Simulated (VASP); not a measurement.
Here is the system:

```xyz
2
Lattice="0.0000 2.2579 2.2579 2.2579 0.0000 2.2579 2.2579 2.2579 0.0000" Properties=species:S:1:pos:R:3 pbc="T T T"
Hf     0.0000     0.0000     0.0000
N      2.2579     2.2579     2.2579
```

Level of theory: rev-vdW-DF2, VASP's PBE PAW potentials (set 64) (plane waves; VASP). Run with 520 eV cut-off, Gaussian smearing of 0.050 eV, potentials Hf_pv N.

Task: Give the energies of bands 5 to 10 at the high-symmetry points, in eV from the Fermi level.

Result: 
```csv
band,Γ,X,U,L,W
5,-3.04,-5.41,-6.35,-8.90,-6.18
6,-3.04,-3.83,-5.53,-6.21,-5.47
7,-3.04,-3.70,-4.98,-6.21,-5.47
8,-0.39,-3.70,-0.88,3.23,1.09
9,-0.39,4.07,3.83,3.64,1.09
10,-0.39,5.45,4.39,3.64,5.46
```

It has no gap at this level: it comes out as a metal or semimetal.

The compound is HfN in the rock salt structure. It was relaxed first. The electron count is odd and the run is not spin-polarised, which forces a metal.
